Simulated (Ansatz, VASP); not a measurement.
**Two plane-wave programs on K3Pd**

```
CELL_PARAMETERS angstrom
5.44501 0.00000 0.00000
0.00000 5.44501 0.00000
0.00000 0.00000 5.44501
ATOMIC_POSITIONS crystal
K 0.50000 0.50000 0.00000
K 0.50000 0.00000 0.50000
K 0.00000 0.50000 0.50000
Pd 0.00000 0.00000 0.00000
```

The cell comes from a database or a generator and needn't be the stable form of this composition.

Alike in both runs: task single point; functional PBE; k mesh 4 × 4 × 4; occupations gaussian, width 0.1 eV; no spin polarisation.

```csv
,VASP,Ansatz
version,VASP 6.6.1,Ansatz 0.2.0
potentials or method,"VASP PAW PBE potentials, release 64 (K_sv, Pd)","scalar-relativistic, plane waves, PAW"
plane-wave cutoff (eV),520,420
valence electrons in the cell,37,45
```

```tsv
	VASP	Ansatz	Ansatz less VASP
gap on the k mesh at the Fermi level (eV)	none	none	-
pressure (GPa)	-0.1	0.0	+0.09
```

A gap of «none» marks a metal or a gap that the smearing closes. With one functional, cell and mesh, what is left measures potentials, basis and numerics. The two sets of potentials don't hold the same shells in valence.
